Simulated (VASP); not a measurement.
# Ag: Ag into a neighbouring Ag vacancy

Aim: the barrier for one hop in Ag: Ag into a neighbouring Ag vacancy.

Main program and level: VASP 6.6.1; PBEsol; plane waves and PAW (Ag).

### 1. The host crystal

The structure is cubic, space group Fm-3m (No. 225). Conventional cell: a = 4.090 Å, b = 4.090 Å, c = 4.090 Å, α = 90.00°, β = 90.00°, γ = 90.00°. Ag has 12 Ag at 2.89 Å nearest.

Coordinates:

```xyz
1
Lattice="0.0000 2.0450 2.0450 2.0450 0.0000 2.0450 2.0450 2.0450 0.0000" Properties=species:S:1:pos:R:3 pbc="T T T"
Ag    0.0000    0.0000    0.0000
```

### 2. Relax the host

First cell and atoms are relaxed at a raised cutoff, so that later runs start from this functional's own cell.

INCAR reads:

```
SYSTEM = Ag
PREC = Accurate
ENCUT = 350
EDIFF = 1E-06
NELM = 120
ISMEAR = 1
SIGMA = 0.15
LREAL = .FALSE.
ALGO = Normal
GGA = PS
NBANDS = 11
LASPH = .TRUE.
LORBIT = 11
LWAVE = .FALSE.
LCHARG = .FALSE.
KPAR = 6
IBRION = 2
NSW = 40
ISIF = 3
EDIFFG = -0.02
POTIM = 0.4
```

POSCAR reads:

```
Ag
1.0
    0.0000000000      2.0450000000      2.0450000000
    2.0450000000      0.0000000000      2.0450000000
    2.0450000000      2.0450000000      0.0000000000
Ag
1
Direct
    0.0000000000      0.0000000000      0.0000000000
```

KPOINTS reads:

```
Automatic mesh
0
Gamma
14 14 14
0 0 0
```

The projector-augmented-wave data sets are Ag (PBE family, release 64).

The run is started by

```console
$ mpirun -np 6 vasp_std
```

What it wrote:

```text
[banner, memory and clock lines left out]
running    6 mpi-ranks, on    1 nodes
 distrk:  each k-point on    1 cores,    6 groups
 distr:  one band on    1 cores,    1 groups

 POSCAR found type information on POSCAR Ag
 POSCAR found :  1 types and       1 ions
|                                                                             |
|           W    W    AA    RRRRR   N    N  II  N    N   GGGG   !!!           |
|           W    W   A  A   R    R  NN   N  II  NN   N  G    G  !!!           |
|           W    W  A    A  R    R  N N  N  II  N N  N  G       !!!           |
|           W WW W  AAAAAA  RRRRR   N  N N  II  N  N N  G  GGG   !            |
|           WW  WW  A    A  R   R   N   NN  II  N   NN  G    G                |
|           W    W  A    A  R    R  N    N  II  N    N   GGGG   !!!           |
|                                                                             |
|     For optimal performance we recommend to set                             |
|       NCORE = 2 up to number-of-cores-per-socket                            |
|     NCORE specifies how many cores store one orbital (NPAR=cpu/NCORE).      |
|     This setting can greatly improve the performance of VASP for DFT.       |
|     The default, NCORE=1 might be grossly inefficient on modern             |
|     multi-core architectures or massively parallel machines. Do your        |
|     Unfortunately you need to use the default for GW and RPA                |
|     calculations (for HF NCORE is supported but not extensively tested      |
|     yet).                                                                   |
|                                                                             |

|                                                                             |
|               ----> ADVICE to this user running VASP <----                  |
|                                                                             |
|     You enforced a specific xc type in the INCAR file but a different       |
|     [... a line on the potential file left out ...]
|     I HOPE YOU KNOW WHAT YOU ARE DOING!                                     |
|                                                                             |

 LDA part: xc-table for (Slater+PW92), standard interpolation
 POSCAR, INCAR and KPOINTS ok, starting setup
 FFT: planning ... GRIDC
 FFT: planning ... GRID_SOFT
 FFT: planning ... GRID
 WAVECAR not read
 entering main loop
       N       E                     dE             d eps       ncg     rms          rms(c)
DAV:   1     0.335481752216E+02    0.33548E+02   -0.43604E+03  2520   0.642E+02
DAV:   2    -0.324408948150E+01   -0.36792E+02   -0.34774E+02  2534   0.157E+02
DAV:   3    -0.365424010527E+01   -0.41015E+00   -0.41003E+00  2611   0.180E+01
DAV:   4    -0.365535146232E+01   -0.11114E-02   -0.11113E-02  2474   0.971E-01
DAV:   5    -0.365536003188E+01   -0.85696E-05   -0.85690E-05  2606   0.772E-02    0.551E+00
DAV:   6    -0.332020652373E+01    0.33515E+00   -0.14501E+00  2399   0.112E+01    0.330E+00
DAV:   7    -0.331024151287E+01    0.99650E-02   -0.93926E-03  2573   0.894E-01    0.188E+00
DAV:   8    -0.330623870821E+01    0.40028E-02   -0.71754E-04  2486   0.195E-01    0.927E-02
DAV:   9    -0.330624740718E+01   -0.86990E-05   -0.10377E-05  2537   0.239E-02    0.136E-02
DAV:  10    -0.330624992928E+01   -0.25221E-05   -0.21085E-06  2548   0.119E-02    0.615E-03
DAV:  11    -0.330624970030E+01    0.22898E-06   -0.95115E-08  1303   0.276E-03
   1 F= -.33062497E+01 E0= -.33063213E+01  d E =-.330625E+01
 curvature:   0.00 expect dE= 0.000E+00 dE for cont linesearch  0.000E+00
 trial: gam= 0.00000 g(F)=  0.985E-62 g(S)=  0.213E-01 ort = 0.000E+00 (trialstep = 0.100E+01)
 search vector abs. value=  0.213E-01
 bond charge predicted
       N       E                     dE             d eps       ncg     rms          rms(c)
DAV:   1    -0.370422791054E+01   -0.39798E+00   -0.63179E+00  2372   0.264E+01    0.398E+00
DAV:   2    -0.332203354453E+01    0.38219E+00   -0.16400E+00  2366   0.118E+01    0.984E-01
DAV:   3    -0.331497613905E+01    0.70574E-02   -0.11156E-02  2576   0.881E-01    0.636E-01
DAV:   4    -0.331293211682E+01    0.20440E-02   -0.34063E-03  2393   0.373E-01    0.688E-02
DAV:   5    -0.331291223817E+01    0.19879E-04   -0.23548E-05  2498   0.395E-02    0.336E-02
DAV:   6    -0.331291499313E+01   -0.27550E-05   -0.91770E-07  2500   0.776E-03    0.407E-03
DAV:   7    -0.331291517472E+01   -0.18159E-06   -0.20704E-08  1321   0.115E-03
   2 F= -.33129152E+01 E0= -.33131534E+01  d E =-.666547E-02
 trial-energy change:   -0.006665  1 .order   -0.006045   -0.021344    0.009253
 step:   0.7220(harm=  0.6976)  dis= 0.00000  next Energy=    -3.314188 (dE=-0.794E-02)
 bond charge predicted
       N       E                     dE             d eps       ncg     rms          rms(c)
DAV:   1    -0.334388056751E+01   -0.30966E-01   -0.49091E-01  2378   0.753E+00    0.111E+00
DAV:   2    -0.331511677732E+01    0.28764E-01   -0.11120E-01  2357   0.313E+00    0.361E-01
DAV:   3    -0.331439279199E+01    0.72399E-03   -0.14769E-03  2597   0.339E-01    0.239E-01
DAV:   4    -0.331419792629E+01    0.19487E-03   -0.23357E-04  2393   0.110E-01    0.918E-03
DAV:   5    -0.331419846521E+01   -0.53892E-06   -0.36932E-06  2525   0.165E-02
   3 F= -.33141985E+01 E0= -.33144071E+01  d E =-.794876E-02
 curvature:  -0.35 expect dE=-0.803E-06 dE for cont linesearch -0.803E-06
 trial: gam= 0.00000 g(F)=  0.844E-63 g(S)=  0.232E-05 ort =-0.222E-03 (trialstep = 0.944E+00)
 search vector abs. value=  0.232E-05
 reached required accuracy - stopping structural energy minimisation
```

Elapsed: 7.4 s, on 6 MPI ranks of AMD EPYC 7R43, shared host; peak memory 0.6 GiB; 40 s of CPU time.

Lines that name or quote the potential files are left out of all logs, and their timing lines are given in words.

From OUTCAR (step 2):

```text
ion  position               nearest neighbor table
   1  0.000  0.000  0.000-

  LATTYP: Found a face centered cubic cell.
 ALAT       =     4.0900000000

 Subroutine GETGRP returns: Found 48 space group operations
 (whereof 48 operations were pure point group operations)

The static configuration has the point symmetry O_h .

 Found    104 irreducible k-points:

   k-points           NKPTS =    104   k-points in BZ     NKDIM =    104   number of bands    NBANDS=     11

   dimension x,y,z NGX =    18 NGY =   18 NGZ =   18
   dimension x,y,z NGXF=    36 NGYF=   36 NGZF=   36

   ENCUT  =  350.0 eV  25.72 Ry    5.07 a.u.   4.41  4.41  4.41*2*pi/ulx,y,z

   NELECT =      11.0000    total number of electrons

 k-points in reciprocal lattice and weights: Automatic mesh
   0.00000000  0.00000000  0.00000000       0.000
   0.07142857  0.00000000  0.00000000       0.003
   0.14285714  0.00000000  0.00000000       0.003
   0.21428571  0.00000000  0.00000000       0.003
   0.28571429  0.00000000  0.00000000       0.003
   0.35714286  0.00000000  0.00000000       0.003
   0.42857143  0.00000000  0.00000000       0.003
   0.50000000  0.00000000  0.00000000       0.001
   0.07142857  0.07142857  0.00000000       0.002
[...]
-0.28571429  0.42857143  0.21428571       0.009
  -0.28571429  0.50000000  0.21428571       0.004

 average (electrostatic) potential at core
       1 -70.3588

 E-fermi :   8.5910

 k-point     1 :       0.0000    0.0000    0.0000
  band No.  band energies     occupation
    ...
      2       3.8038      2.00000
      3       3.8038      2.00000
      4       3.8038      2.00000
      5       4.9144      2.00000
      6       4.9144      2.00000
      7      24.7515      0.00000
      8      28.5184      0.00000
      9      28.5184      0.00000
     10      28.5184      0.00000
     11      33.4235      0.00000

 k-point     2 :       0.0714    0.0000    0.0000
  band No.  band energies     occupation
    ...
      2       3.7643      2.00000
      3       3.8501      2.00000
      4       3.8501      2.00000
      5       4.8961      2.00000
      6       4.8961      2.00000
      7      24.7916      0.00000
      8      27.2514      0.00000
      9      28.6024      0.00000
     10      28.6024      0.00000
     11      33.4355      0.00000

 k-point     3 :       0.1429    0.0000    0.0000
  band No.  band energies     occupation
    ...
      2       3.6912      2.00000
      3       3.9569      2.00000
      4       3.9569      2.00000
      5       4.8746      2.00000
      6       4.8746      2.00000
      7      23.9736      0.00000
      8      25.8003      0.00000
      9      28.7869      0.00000
     10      28.7870      0.00000
     11      32.2503      0.00000

  Total        0.0044740      0.0044740      0.0044740     -0.0000000      0.0000000      0.0000000
  in kB        0.4344914      0.4344914      0.4344914     -0.0000000      0.0000000      0.0000000
  external PRESSURE =       0.4344914 kB  Pullay stress =       0.0000000 kB

  energy-cutoff  :      350.00
  volume of cell :       16.50
      direct lattice vectors                 reciprocal lattice vectors
     0.000000000  2.020534163  2.020534163    -0.247459315  0.247459315  0.247459315
     2.020534163 -0.000000000  2.020534163     0.247459315 -0.247459315  0.247459315
     2.020534163  2.020534163  0.000000000     0.247459315  0.247459315 -0.247459315

 POSITION                                       TOTAL-FORCE (eV/Angst)
 -----------------------------------------------------------------------------------
      0.00000     -0.00000      0.00000         0.000000     -0.000000      0.000000
 -----------------------------------------------------------------------------------
    total drift:                                0.000000     -0.000000      0.000000

  FREE ENERGIE OF THE ION-ELECTRON SYSTEM (eV)
  ---------------------------------------------------
  free  energy   TOTEN  =        -3.3141984652 eV

  energy  without entropy=       -3.3148244846  energy(sigma->0) =       -3.31440714

 reached required accuracy - stopping structural energy minimisation

 total charge
# of ion       s       p       d       tot
------------------------------------------
    1        0.427   0.325   9.145   9.897

[... 3 further parts left out ...]
```

This run has no spin polarisation. Its electron count is odd, so without a moment it is a metal by construction. The PAW data sets were made with PBE, which is usual practice but a small mismatch for other functionals. The run keeps the 48 symmetry operations of its start, so it cannot find a distortion of lower symmetry.

Relaxation path:

| step | energy less that of the first step (eV) | largest force (eV/Å) | pressure (GPa) | volume (Å³) |
| --- | --- | --- | --- | --- |
| 1 | 0.0000 | 0.0000 | -4.02 | 17.10 |
| 2 | -0.0067 | 0.0000 | 1.83 | 16.27 |
| 3 | -0.0079 | 0.0000 | 0.04 | 16.50 |

| conventional cell, symmetrised | before | after | change |
| --- | --- | --- | --- |
| a (Å) | 4.090 | 4.041 | -1.2 % |
| b (Å) | 4.090 | 4.041 | -1.2 % |
| c (Å) | 4.090 | 4.041 | -1.2 % |
| volume (Å³/atom) | 17.10 | 16.50 | -3.5 % |

Final coordinates:

```cif
data_structure
_symmetry_space_group_name_H-M 'P 1'
_symmetry_Int_Tables_number 1
_cell_length_a 2.8575
_cell_length_b 2.8575
_cell_length_c 2.8575
_cell_angle_alpha 60.000
_cell_angle_beta 60.000
_cell_angle_gamma 60.000
_cell_volume 16.50
loop_
_atom_site_label
_atom_site_type_symbol
_atom_site_fract_x
_atom_site_fract_y
_atom_site_fract_z
_atom_site_occupancy
Ag1 Ag 0.00000 0.00000 0.00000 1
```

Numbers from this step:

```
electronic cycles       : 23
electrons               : 11
free energy (TOTEN)     : -3.314 eV
energy at zero smearing : -3.314 eV
Fermi energy            : 8.591 eV
metallic                : yes
```

The run ended after 3 ionic steps, 0.008 eV below its first step, once forces and stress met EDIFFG = -0.02.

[end of part 1 of 4]

[Lines on the potential files, build, host, timing and source positions are cut from VASP's logs without a mark.]

[Logs are printed without paths, hosts, clocks, repeated set-up lines and the standing remarks that a program may print on its own settings, such as how far it seeks lower states.]

[Hosts, paths, dates, database ids (printed as entryN), source tags and the programs' standing remarks are cut or masked in the printed files.]

[Runs that stopped without an error message from VASP are left out.]
